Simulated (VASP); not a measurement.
Computed with MS2 meta-GGA, VASP's PBE PAW potentials (set 64) (plane waves; VASP 6.6.1).

VASP ran on this input.

File POSCAR:
```
MgS
1
    0.0000000000     2.5895407365     2.5895407365
    2.5895407365     0.0000000000     2.5895407365
    2.5895407365     2.5895407365     0.0000000000
Mg S
1 1
Direct
  0.0000000000   0.0000000000   0.0000000000
  0.5000000000   0.5000000000   0.5000000000
```

INCAR:
```
SYSTEM=MgS
PREC=Accurate; ENCUT=520; LREAL=F
LASPH=T
EDIFF=1E-7; NELM=100; ALGO=Normal
LMIXTAU=T
ISMEAR=0; SIGMA=0.05
METAGGA=MS2
ISIF=2
LWAVE=F; LCHARG=F
```

**KPOINTS**
```
Automatic mesh
0
Gamma
9 9 9
0 0 0
```

POTCAR, in this order: Mg S (PBE.64 set). Program: vasp_std.

The resulting files:

### OUTCAR
```
 ion  position               nearest neighbor table
   1  0.000  0.000  0.000-   2 2.59   2 2.59   2 2.59   2 2.59   2 2.59   2 2.59
   2  0.500  0.500  0.500-   1 2.59   1 2.59   1 2.59   1 2.59   1 2.59   1 2.59
  LATTYP: Found a face centered cubic cell.
 ALAT       =     5.1790814730
 Subroutine PRICEL returns:
 Original cell was already a primitive cell.
 Subroutine GETGRP returns: Found 48 space group operations
The static configuration has the point symmetry O_h .
The dynamic configuration has the point symmetry O_h .
 Subroutine INISYM returns: Found 48 space group operations
 Subroutine IBZKPT returns following result:
 Found     35 irreducible k-points:

 Following reciprocal coordinates:
            Coordinates               Weight
  0.000000  0.000000  0.000000      1.000000
  0.111111  0.000000  0.000000      8.000000
  0.222222  0.000000  0.000000      8.000000
  0.333333  0.000000  0.000000      8.000000
  0.444444  0.000000  0.000000      8.000000
  0.111111  0.111111  0.000000      6.000000
  0.222222  0.111111  0.000000     24.000000
  0.333333  0.111111  0.000000     24.000000
  0.444444  0.111111  0.000000     24.000000
...
```

**OSZICAR**
```
       N       E                     dE             d eps       ncg     rms          rms(c)
DAV:   1     0.546371496892E+01    0.54637E+01   -0.36718E+03   592   0.783E+02
DAV:   2    -0.222947484365E+02   -0.27758E+02   -0.26134E+02   768   0.107E+02
DAV:   3    -0.231155594751E+02   -0.82081E+00   -0.82081E+00   712   0.242E+01
DAV:   4    -0.231182178248E+02   -0.26583E-02   -0.26583E-02   872   0.152E+00
DAV:   5    -0.231182206521E+02   -0.28273E-05   -0.28273E-05   760   0.416E-02    0.706E+00
DAV:   6    -0.161578847818E+02    0.69603E+01   -0.20783E+00   560   0.164E+01    0.222E+00
DAV:   7    -0.169269287665E+02   -0.76904E+00   -0.75022E-01   584   0.797E+00    0.405E+00
DAV:   8    -0.169679739743E+02   -0.41045E-01   -0.37285E-02   720   0.244E+00    0.373E+00
DAV:   9    -0.167142302735E+02    0.25374E+00   -0.26939E-01   560   0.706E+00    0.119E+00
DAV:  10    -0.169492448416E+02   -0.23501E+00   -0.31334E-01   560   0.645E+00    0.657E-01
DAV:  11    -0.169454926996E+02    0.37521E-02   -0.21252E-03   864   0.670E-01    0.535E-01
DAV:  12    -0.169511558371E+02   -0.56631E-02   -0.16868E-03   568   0.551E-01    0.713E-01
DAV:  13    -0.169541718514E+02   -0.30160E-02   -0.39419E-03   560   0.787E-01    0.292E-01
DAV:  14    -0.169553318103E+02   -0.11600E-02   -0.17709E-03   560   0.592E-01    0.713E-01
DAV:  15    -0.169553609069E+02   -0.29097E-04   -0.73394E-05   704   0.121E-01    0.512E-01
DAV:  16    -0.169554001929E+02   -0.39286E-04   -0.12863E-04   576   0.122E-01    0.202E-01
DAV:  17    -0.169553980329E+02    0.21600E-05   -0.28682E-05   560   0.773E-02    0.176E-02
DAV:  18    -0.169554013349E+02   -0.33020E-05   -0.67481E-06   584   0.330E-02    0.592E-03
DAV:  19    -0.169554055992E+02   -0.42643E-05   -0.19966E-06   576   0.233E-02    0.120E-02
DAV:  20    -0.169554050395E+02    0.55976E-06   -0.22692E-06   600   0.193E-02    0.422E-03
DAV:  21    -0.169554059613E+02   -0.92189E-06   -0.12183E-07   736   0.502E-03    0.267E-03
DAV:  22    -0.169554056595E+02    0.30180E-06   -0.38725E-08   504   0.251E-03    0.253E-04
DAV:  23    -0.169554059051E+02   -0.24559E-06   -0.11864E-08   280   0.141E-03    0.959E-05
DAV:  24    -0.169554058066E+02    0.98534E-07   -0.15622E-09   280   0.492E-04
   1 F= -.16955406E+02 E0= -.16955406E+02  d E =-.423729E-16
```

**OUTCAR**
```
------------------------ aborting loop because EDIFF is reached ----------------------------------------
  FORCE on cell =-STRESS in cart. coord.  units (eV):
  Direction    XX          YY          ZZ          XY          YZ          ZX
  --------------------------------------------------------------------------------------
  Total        0.0008326      0.0008326      0.0008326      0.0000000      0.0000000      0.0000000
  in kB        0.0384121      0.0384121      0.0384121      0.0000000      0.0000000      0.0000000
  external PRESSURE =       0.0384121 kB  Pullay stress =       0.0000000 kB
  volume of cell :       34.73
      direct lattice vectors                 reciprocal lattice vectors
     0.000000000  2.589540737  2.589540737    -0.193084431  0.193084431  0.193084431
     2.589540737  0.000000000  2.589540737     0.193084431 -0.193084431  0.193084431
     2.589540737  2.589540737  0.000000000     0.193084431  0.193084431 -0.193084431
 POSITION                                       TOTAL-FORCE (eV/Angst)
 -----------------------------------------------------------------------------------
      0.00000      0.00000      0.00000        -0.000000     -0.000000     -0.000000
      2.58954      2.58954      2.58954         0.000000      0.000000      0.000000
 -----------------------------------------------------------------------------------
    total drift:                                0.000000      0.000000      0.000000
  FREE ENERGIE OF THE ION-ELECTRON SYSTEM (eV)
  ---------------------------------------------------
  free  energy   TOTEN  =       -16.9554058066 eV

  energy  without entropy=      -16.9554058066  energy(sigma->0) =      -16.95540581
```
(Selected blocks of OUTCAR.)

The compound is MgS in the rock salt structure. It was relaxed first.
